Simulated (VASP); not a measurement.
# MgTi3O4: relaxation of cell and atoms with PBE

Crystal: MgTi3O4.

```
CELL_PARAMETERS angstrom
3.05000 0.00000 0.00000
-1.52500 2.64138 0.00000
0.00000 0.00000 11.30000
ATOMIC_POSITIONS crystal
Mg 0.00000 0.00000 0.00000
Ti 0.00000 0.00000 0.50000
Ti 0.00000 0.00000 0.75000
Ti 0.00000 0.00000 0.25000
O 0.33333 0.66667 0.62500
O 0.66667 0.33333 0.87500
O 0.33333 0.66667 0.12500
O 0.66667 0.33333 0.37500
```

The cell was built by a generator and needn't be a form met in nature.

```
Program                : VASP 6.6.1
Task                   : relaxation of cell and atoms
Functional             : PBE
Potentials or basis    : VASP PAW PBE potentials, release 64 (Mg, Ti_sv, O)
Cutoff                 : 520 eV
k mesh                 : 5 × 5 × 2
Occupations            : gaussian, width 0.15 eV
Spin                   : no spin polarisation
Further INCAR settings : PREC = Normal; ALGO = Fast; EDIFF = 0.0001; IBRION = 2; EDIFFG = -0.08; NSW = 24; ISIF = 3
```

```
Relaxed volume                         : 9.72 Å³/atom
Relaxed cell                           : a = 2.834 Å, b = 2.834 Å, c = 11.185 Å, α = 90.00°, β = 90.00°, γ = 120.00°
Space group after relaxing (to 0.05 Å) : P-3m1 (No. 164)
Energy gained by relaxing              : 160.3 meV/atom
Ionic steps                            : 10
Pressure after relaxing                : 0.1 GPa
Largest force after relaxing           : 0.041 eV/Å
Band gap on the k mesh                 : none (metal or under the smearing width)
```

Forces in eV/Å, atoms in the order of the input:
```
Mg   0.000  0.000  0.000
Ti   0.000  0.000  0.000
Ti   0.000  0.000  0.030
Ti   0.000  0.000 -0.030
O    0.000  0.000  0.041
O    0.000  0.000 -0.040
O    0.000  0.000  0.040
O    0.000  0.000 -0.041
```

Stress tensor (GPa, compression positive):
```
0.05 0.00 0.00
0.00 0.05 0.00
0.00 0.00 0.31
```

The path:
| step | energy change (eV) | largest force (eV/Å) | pressure (GPa) | volume (Å³) |
| --- | --- | --- | --- | --- |
| 1 | 0.0000 | 0.9700 | -20.01 | 91.04 |
| 2 | -0.9102 | 1.0813 | 15.51 | 73.53 |
| 3 | -1.0741 | 1.1365 | 2.06 | 77.76 |
| 4 | -1.2348 | 0.6939 | 1.56 | 77.53 |
| 5 | -1.2367 | 0.7181 | 1.22 | 77.50 |
| 6 | -1.2722 | 0.1725 | -0.97 | 78.27 |
| 7 | -1.2731 | 0.1906 | -1.40 | 78.41 |
| 8 | -1.2804 | 0.1306 | 0.39 | 77.66 |
| 9 | -1.2808 | 0.1255 | 0.30 | 77.72 |
| 10 | -1.2824 | 0.0409 | 0.14 | 77.79 |

Final structure:
```yaml
crystal:
  lattice:
    - [2.83395, 0.00000, 0.00000]
    - [-1.41698, 2.45428, 0.00000]
    - [0.00000, 0.00000, 11.18476]
  atoms:
    - { symbol: Mg, position: [0.00000, 0.00000, 0.00000] }
    - { symbol: Ti, position: [0.00000, 0.00000, 0.50000] }
    - { symbol: Ti, position: [0.00000, 0.00000, 0.75475] }
    - { symbol: Ti, position: [0.00000, 0.00000, 0.24525] }
    - { symbol: O, position: [0.33333, 0.66667, 0.62582] }
    - { symbol: O, position: [0.66667, 0.33333, 0.88680] }
    - { symbol: O, position: [0.33333, 0.66667, 0.11320] }
    - { symbol: O, position: [0.66667, 0.33333, 0.37418] }
```

Levels at points of the mesh, in eV from the Fermi level:
```
           k point  band 27  band 28  band 29  band 30  band 31  band 32  band 33  band 34  band 35  band 36
(0.00, 0.00, 0.00)    -3.86    -3.86    -2.15    -0.63     0.50     0.50     0.58     0.72     0.72     0.78
(0.00, 0.00, 0.50)    -4.00    -4.00    -1.83    -0.93     0.52     0.52     0.69     0.72     0.72     0.77
```

Wall time 3 min on 1 thread of Intel(R) Xeon(R) Platinum 8488C (Sapphire Rapids), with other jobs on the host, peak memory 0.17 GiB.

Caveat: the k mesh is coarse (spacing up to 0.48 Å⁻¹), so the values aren't converged; semilocal functionals often make such compounds metallic where correlation or magnetic order opens a gap, which also shifts bond lengths; the relaxation stopped at a loose force limit of 0.08 eV/Å, so its end isn't a converged minimum.
